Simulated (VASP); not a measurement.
Consider the following.

```
Ba
1.0
   -2.52435     2.52435     2.52435
    2.52435    -2.52435     2.52435
    2.52435     2.52435    -2.52435
Ba
1
Cartesian
  2.52435   2.52435  -2.52435
```

These are SCAN meta-GGA, VASP's PBE PAW potentials (set 64) (plane waves; VASP) values and carry that method's errors. Run with 520 eV cut-off, 12×12×12 Γ-centred mesh, tetrahedra with Blöchl corrections, potentials Ba_sv.

**Question.** Give the energies of bands 5 to 8 at the high-symmetry points, in eV from the Fermi level.

**Answer.** 
| band | Γ | H | N | P |
|---|---|---|---|---|
| 5 | -2.85 | -0.53 | -0.86 | 0.57 |
| 6 | 2.10 | -0.53 | 0.87 | 0.57 |
| 7 | 2.10 | 4.48 | 1.19 | 0.57 |
| 8 | 2.10 | 4.48 | 3.45 | 4.11 |

It has no gap at this level: it comes out as a metal or semimetal.

The compound is Ba in the bcc structure. It was relaxed first.
